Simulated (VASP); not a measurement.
Level of theory: PBE GGA, VASP's PBE PAW potentials (set 64) (plane waves; VASP).

Input for VASP

POSCAR:
```
Tm
1
    1.7794568770    -3.0821097926    -0.0000000000
    1.7794568770     3.0821097926     0.0000000000
   -0.0000000000     0.0000000000     5.5223051023
Tm
2
Direct
  0.3333330000   0.6666670000   0.2500000000
  0.6666670000   0.3333330000   0.7500000000
```

**INCAR**
```
SYSTEM  =  Tm
PREC  =  Accurate; ENCUT  =  400; LREAL  =  .False.
LASPH  =  .True.
EDIFF  =  1E-7; NELM  =  100; ALGO  =  Normal
LMAXMIX  =  6
ISMEAR  =  -5
GGA  =  PE
ISIF  =  2
LWAVE  =  .False.; LCHARG  =  .True.; LORBIT  =  11
NEDOS  =  601
```

KPOINTS:
```
Automatic mesh
0
Gamma
13 13 8
0 0 0
```

POTCAR, in this order: Tm_3 (PBE.64 set). Program: vasp_std.

Output of the run:

**OSZICAR**
```
       N       E                     dE             d eps       ncg     rms          rms(c)
DAV:   1     0.522804702566E+02    0.52280E+02   -0.75350E+03  2754   0.109E+03
DAV:   2    -0.496672648634E+01   -0.57247E+02   -0.56249E+02  2864   0.343E+02
DAV:   3    -0.884151018692E+01   -0.38748E+01   -0.35883E+01  4525   0.540E+01
DAV:   4    -0.894376435815E+01   -0.10225E+00   -0.99496E-01  4313   0.755E+00
DAV:   5    -0.894506006408E+01   -0.12957E-02   -0.12995E-02  3789   0.742E-01    0.237E+01
DAV:   6    -0.894014707629E+01    0.49130E-02   -0.33182E-02  4297   0.217E+00    0.141E+01
DAV:   7    -0.895322666178E+01   -0.13080E-01   -0.58304E-02  4109   0.281E+00    0.373E-01
DAV:   8    -0.895295128775E+01    0.27537E-03   -0.33663E-03  3565   0.525E-01    0.840E-02
DAV:   9    -0.895296335884E+01   -0.12071E-04   -0.25837E-04  4450   0.169E-01    0.307E-02
DAV:  10    -0.895295735050E+01    0.60083E-05   -0.28689E-05  3899   0.486E-02    0.391E-02
DAV:  11    -0.895295764454E+01   -0.29404E-06   -0.29612E-06  3526   0.167E-02    0.233E-03
DAV:  12    -0.895295792460E+01   -0.28006E-06   -0.25005E-07  2474   0.558E-03    0.102E-03
DAV:  13    -0.895295793449E+01   -0.98951E-08   -0.41866E-08  1850   0.359E-03
   1 F= -.89529579E+01 E0= -.89529579E+01  d E =0.000000E+00
```

### OUTCAR
```
------------------------ aborting loop because EDIFF is reached ----------------------------------------
  FORCE on cell =-STRESS in cart. coord.  units (eV):
  Direction    XX          YY          ZZ          XY          YZ          ZX
  --------------------------------------------------------------------------------------
  Total        0.0486106      0.0486106      0.0309842      0.0000000      0.0000000      0.0000000
  in kB        1.2857471      1.2857472      0.8195299      0.0000000      0.0000000      0.0000000
  external PRESSURE =       1.1303414 kB  Pullay stress =       0.0000000 kB
  volume of cell :       60.57
      direct lattice vectors                 reciprocal lattice vectors
     1.779456877 -3.082109793  0.000000000     0.280984612 -0.162226538  0.000000000
     1.779456877  3.082109793  0.000000000     0.280984612  0.162226538  0.000000000
     0.000000000  0.000000000  5.522305102     0.000000000  0.000000000  0.181083801
 POSITION                                       TOTAL-FORCE (eV/Angst)
 -----------------------------------------------------------------------------------
      1.77946      1.02737      1.38058         0.000000     -0.000000      0.000000
      1.77946     -1.02737      4.14173         0.000000      0.000000      0.000000
 -----------------------------------------------------------------------------------
    total drift:                               -0.000001      0.000071     -0.000012
  FREE ENERGIE OF THE ION-ELECTRON SYSTEM (eV)
  ---------------------------------------------------
  free  energy   TOTEN  =        -8.9529579345 eV

  energy  without entropy=       -8.9529579345  energy(sigma->0) =       -8.95295793

 total charge

# of ion       s       p       d       tot
------------------------------------------
    1        0.544   6.573   1.051   8.169
    2        0.544   6.573   1.051   8.169
--------------------------------------------------
tot          1.089  13.146   2.103  16.337
```
(Selected blocks of OUTCAR.)

The 4f electrons are frozen in the core of the lanthanide potential, so 4f levels, which can set the real gap, and their magnetism are missing. For a metal the tetrahedron method with Blöchl corrections gives inexact stress and forces.

The compound is Tm in the hcp structure. It was relaxed first.
